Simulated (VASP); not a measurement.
Input for VASP

**INCAR**
```
SYSTEM = SrTe
PREC = Accurate
ENCUT = 500
EDIFF = 1E-6
NELM = 100
ALGO = Normal
LREAL = .FALSE.
LASPH = .TRUE.
ISMEAR = 0
SIGMA = 0.05
GGA = PS
LMAXMIX = 4
LWAVE = .FALSE.
LCHARG = .FALSE.
IBRION = 2
ISIF = 3
NSW = 40
EDIFFG = -0.02
PSTRESS = 200
```

**KPOINTS**
```
Automatic mesh
0
G
 7 7 7
0 0 0
```

POSCAR:
```
SrTe
1
    0.0000000000     3.3798093158     3.3798093158
    3.3798093158     0.0000000000     3.3798093158
    3.3798093158     3.3798093158     0.0000000000
Sr Te
1 1
Direct
  0.0000000000   0.0000000000   0.0000000000
  0.2500000000   0.2500000000   0.2500000000
```

POTCAR, in this order: Sr_sv Te (PBE.64 set). Program: vasp_std.

Q: Write an equivalent input for Quantum ESPRESSO's pw.x.

A: One equivalent input (not run):
```
&CONTROL
  calculation = 'vc-relax'
  pseudo_dir = './pseudo'
  outdir = './out'
  tprnfor = .true.
  tstress = .true.
  nstep = 40
  forc_conv_thr = 0.00078
/
&SYSTEM
  ibrav = 0
  nat = 2
  ntyp = 2
  ecutwfc = 82.3
  occupations = 'smearing'
  smearing = 'gaussian'
  degauss = 0.003675
  input_dft = 'pbesol'
/
&ELECTRONS
  conv_thr = 7.3e-08
  electron_maxstep = 100
/
&IONS
/
&CELL
  press = 200
/
ATOMIC_SPECIES
  Sr 87.620 Sr.upf
  Te 127.600 Te.upf
CELL_PARAMETERS angstrom
     0.0000000    3.3798093    3.3798093
     3.3798093    0.0000000    3.3798093
     3.3798093    3.3798093    0.0000000
ATOMIC_POSITIONS crystal
  Sr   0.0000000  0.0000000  0.0000000
  Te   0.2500000  0.2500000  0.2500000
K_POINTS automatic
  7 7 7 0 0 0
```
Limits of the translation: the potentials are each code's own (VASP's PAW set, PseudoDojo norm-conserving files in pw.x), so ENCUT and ecutwfc are chosen apart and not converted; conv_thr bounds pw.x's estimated SCF error, while EDIFF bounds the energy change between steps; forc_conv_thr acts on force components and is met together with etot_conv_thr.

The structure was generated: SrTe was put into the zinc blende type (F-43m), which need not be its known phase. This run relaxes it under an external pressure of 20 GPa. Symmetry was kept, so distortions that lower it aren't found.
